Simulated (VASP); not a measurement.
Crystal: Ag.

```xyz
1
Lattice="0.0000 2.0675 2.0675 2.0675 0.0000 2.0675 2.0675 2.0675 0.0000" Properties=species:S:1:pos:R:3 pbc="T T T"
Ag    0.0000    0.0000    0.0000
```

```yaml
Program: VASP 6.6.1
Task: relaxation of cell and atoms
Functional: RPBE
Potentials_or_basis: VASP PAW PBE potentials, release 64 (Ag)
Cutoff: 600 eV
k_mesh: 18 × 18 × 18
Occupations: gaussian, width 0.1 eV
Spin: no spin polarisation
```

At the start: pressure 4.6 GPa; volume 17.68 Å³/atom.

Question: How do energy, volume and symmetry change on relaxing?

Answer: Over 3 steps the energy falls by 13.1 meV/atom and the volume is 18.64 Å³/atom (+5.5 %); space group Fm-3m (No. 225, to 0.05 Å).

The path:
| step | energy change (eV) | largest force (eV/Å) | pressure (GPa) | volume (Å³) |
| --- | --- | --- | --- | --- |
| 1 | 0.0000 | 0.0000 | 4.64 | 17.68 |
| 2 | -0.0115 | 0.0000 | -1.38 | 19.02 |
| 3 | -0.0131 | 0.0000 | 0.02 | 18.64 |

Final structure:
```yaml
crystal:
  lattice:
    - [0.00000, 2.10448, 2.10448]
    - [2.10448, 0.00000, 2.10448]
    - [2.10448, 2.10448, 0.00000]
  atoms:
    - { symbol: Ag, position: [0.00000, 0.00000, 0.00000] }
```

Caveat: the PAW data sets were made with another functional, which shifts forces and pressure a little.
